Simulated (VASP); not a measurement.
Output of a VASP run:

OSZICAR:
```
...
RMM:   4    -0.245134846495E-02   -0.17864E-04   -0.19049E-05   663   0.178E-02    0.340E-03
RMM:   5    -0.244688118614E-02    0.44673E-05   -0.18330E-06   758   0.648E-03    0.755E-04
RMM:   6    -0.244490212350E-02    0.19791E-05   -0.35640E-07   774   0.236E-03    0.330E-04
RMM:   7    -0.244495030179E-02   -0.48178E-07   -0.39820E-08   776   0.721E-04    0.167E-04
RMM:   8    -0.244488446710E-02    0.65835E-07   -0.24757E-08   808   0.310E-04    0.378E-05
RMM:   9    -0.244492087662E-02   -0.36410E-07   -0.19685E-08   801   0.131E-04    0.167E-05
RMM:  10    -0.244490203260E-02    0.18844E-07    0.16981E-08   860   0.622E-05    0.536E-06
RMM:  11    -0.244490140867E-02    0.62393E-09   -0.12210E-08   838   0.280E-05    0.156E-06
 Linear response progress:
  Degree of freedom:   3/  4
       N       E                     dE             d eps       ncg     rms          rms(c)
RMM:   1    -0.155317416485E-01   -0.15532E-01   -0.56238E-03  1120   0.376E-01
RMM:   2    -0.152735640161E-01    0.25818E-03   -0.29831E-04  1089   0.834E-02    0.791E-02
RMM:   3    -0.155563157768E-01   -0.28275E-03   -0.10875E-04   993   0.473E-02    0.449E-02
RMM:   4    -0.161566425420E-01   -0.60033E-03   -0.11000E-04   961   0.477E-02    0.349E-03
RMM:   5    -0.161938640539E-01   -0.37222E-04   -0.10184E-05  1171   0.130E-02    0.105E-03
RMM:   6    -0.161904744865E-01    0.33896E-05   -0.17676E-06  1170   0.423E-03    0.746E-04
RMM:   7    -0.161929113281E-01   -0.24368E-05   -0.25281E-07  1132   0.194E-03    0.180E-04
RMM:   8    -0.161917842637E-01    0.11271E-05   -0.10504E-07  1180   0.896E-04    0.156E-04
RMM:   9    -0.161914834346E-01    0.30083E-06   -0.29146E-07  1248   0.319E-04    0.171E-05
RMM:  10    -0.161915194330E-01   -0.35998E-07    0.34087E-07  1329   0.141E-04    0.214E-05
RMM:  11    -0.161914966950E-01    0.22738E-07   -0.35923E-08  1234   0.653E-05    0.216E-06
RMM:  12    -0.161915026661E-01   -0.59712E-08    0.42612E-08  1265   0.343E-05    0.183E-06
 Linear response progress:
  Degree of freedom:   4/  4
       N       E                     dE             d eps       ncg     rms          rms(c)
RMM:   1    -0.173816097056E-01   -0.17382E-01   -0.12006E-02   711   0.350E-01
RMM:   2    -0.162772301232E-01    0.11044E-02   -0.23556E-04   716   0.761E-02    0.106E-01
RMM:   3    -0.165097829814E-01   -0.23255E-03   -0.18179E-04   601   0.548E-02    0.575E-02
RMM:   4    -0.172176713702E-01   -0.70789E-03   -0.25610E-04   602   0.571E-02    0.419E-03
RMM:   5    -0.172372215837E-01   -0.19550E-04   -0.73957E-06   703   0.140E-02    0.105E-03
RMM:   6    -0.172488117711E-01   -0.11590E-04   -0.10029E-06   740   0.357E-03    0.516E-04
RMM:   7    -0.172473975973E-01    0.14142E-05   -0.15225E-07   736   0.147E-03    0.220E-04
RMM:   8    -0.172487214766E-01   -0.13239E-05   -0.40908E-08   775   0.581E-04    0.891E-05
RMM:   9    -0.172485269535E-01    0.19452E-06   -0.12453E-07   779   0.261E-04    0.188E-05
RMM:  10    -0.172485139307E-01    0.13023E-07    0.13593E-08   853   0.113E-04    0.123E-05
RMM:  11    -0.172485017465E-01    0.12184E-07   -0.16757E-08   839   0.461E-05    0.224E-06
RMM:  12    -0.172484885407E-01    0.13206E-07    0.75044E-09   803   0.254E-05    0.830E-07
RMM:  13    -0.172484871451E-01    0.13955E-08   -0.36258E-09   673   0.144E-05    0.694E-07
 Linear response finished
```

OUTCAR:
```
------------------------ aborting loop because EDIFF is reached ----------------------------------------

 HEAD OF MICROSCOPIC STATIC DIELECTRIC TENSOR (INDEPENDENT PARTICLE, excluding Hartree and local field effects)
 ------------------------------------------------------
           3.981773    -0.000000     0.000000
           0.000000     3.981773     0.000000
          -0.000000    -0.000000     3.981773
 ------------------------------------------------------

 MACROSCOPIC STATIC DIELECTRIC TENSOR (including local field effects in DFT)
 ------------------------------------------------------
           3.801470    -0.000000     0.000000
          -0.000000     3.801470     0.000000
          -0.000000    -0.000000     3.801470
 ------------------------------------------------------

 PIEZOELECTRIC TENSOR (including local field effects)  for field in x, y, z        (e  Angst)
          XX          YY          ZZ          XY          YZ          ZX
  --------------------------------------------------------------------------------
  x     0.00000     0.00000     0.00000     0.00000     0.00000     0.00000
  y     0.00000     0.00000     0.00000     0.00000     0.00000     0.00000
  z     0.00000     0.00000     0.00000     0.00000     0.00000     0.00000

 PIEZOELECTRIC TENSOR (including local field effects)  for field in x, y, z        (C/m^2)
          XX          YY          ZZ          XY          YZ          ZX
  --------------------------------------------------------------------------------
  x     0.00000     0.00000     0.00000     0.00000     0.00000     0.00000
  y     0.00000     0.00000     0.00000     0.00000     0.00000     0.00000
  z     0.00000     0.00000     0.00000     0.00000     0.00000     0.00000

 BORN EFFECTIVE CHARGES (including local field effects) (in |e|, cummulative output)
 ---------------------------------------------------------------------------------
 ion    1
    1     0.97062     0.00000    -0.00000
    2    -0.00000     0.97062     0.00000
    3     0.00000    -0.00000     0.97062
 ion    2
    1     1.87375     0.00000    -0.00000
    2     0.00000     1.87375    -0.00000
    3     0.00000     0.00000     1.87375
 ion    3
    1    -0.80948    -0.00000    -0.00000
    2     0.00000    -1.22541    -0.00000
    3     0.00000    -0.00000    -0.80948
 ion    4
    1    -1.22541     0.00000    -0.00000
    2    -0.00000    -0.80948     0.00000
    3    -0.00000     0.00000    -0.80948
 ion    5
    1    -0.80948    -0.00000     0.00000
    2    -0.00000    -0.80948    -0.00000
    3    -0.00000    -0.00000    -1.22541

   1 f  =   35.865843 THz   225.351740 2PiTHz 1196.355757 cm-1   148.329143 meV
             X         Y         Z           dx          dy          dz
      0.000000  0.000000  0.000000     0.000000   -0.000000   -0.013249
      1.994050  1.994050  1.994050     0.000000   -0.000000   -0.095625
      1.994050  0.000000  1.994050     0.000000    0.000000   -0.199906
      0.000000  1.994050  1.994050    -0.000000   -0.000000   -0.199906
      1.994050  1.994050  0.000000     0.000000   -0.000000    0.954335

   2 f  =   35.865843 THz   225.351740 2PiTHz 1196.355757 cm-1   148.329143 meV
             X         Y         Z           dx          dy          dz
      0.000000  0.000000  0.000000    -0.013061   -0.002222   -0.000000
      1.994050  1.994050  1.994050    -0.094271   -0.016037   -0.000000
      1.994050  0.000000  1.994050    -0.197075    0.160046    0.000000
      0.000000  1.994050  1.994050     0.940819   -0.033525   -0.000000
      1.994050  1.994050  0.000000    -0.197075   -0.033525    0.000000

   3 f  =   35.865843 THz   225.351740 2PiTHz 1196.355757 cm-1   148.329143 meV
...
```
(Selected blocks of OUTCAR.)

### POSCAR
```
KMgH3
1
    3.9881000000     0.0000000000     0.0000000000
    0.0000000000     3.9881000000     0.0000000000
    0.0000000000     0.0000000000     3.9881000000
K Mg H
1 1 3
Direct
  0.0000000000   0.0000000000   0.0000000000
  0.5000000000   0.5000000000   0.5000000000
  0.5000000000   0.0000000000   0.5000000000
  0.0000000000   0.5000000000   0.5000000000
  0.5000000000   0.5000000000   0.0000000000
```

Q: Write an INCAR and KPOINTS that could have produced this output.

A: This is not unique; one that fits is the input of the run itself, LDA (Ceperley-Alder, Perdew-Zunger), plane waves, VASP's LDA PAW potentials (set 64).

### KPOINTS
```
Automatic mesh
0
G
4 4 4
```

INCAR:
```
SYSTEM=KMgH3
PREC=Accurate; ENCUT=300; LREAL=F
LASPH=T
EDIFF=1E-8; NELM=100; ALGO=Normal
ISMEAR=0; SIGMA=0.01
IBRION=8; NSW=1; ISIF=2
LWAVE=F; LCHARG=F
LEPSILON=T
```

POTCAR, in this order: K_sv Mg H (LDA.64 set). Program: vasp_std.

The structure comes from a computed database's KMgH3 entry (Pm-3m); how it stands against other phases isn't given here. The cell was not relaxed at this level. The run is one of a series of settings (EDIFF = 1E-8, IBRION = 8, LEPSILON = .TRUE., NSW = 1 against the base run), some of them coarse on purpose.
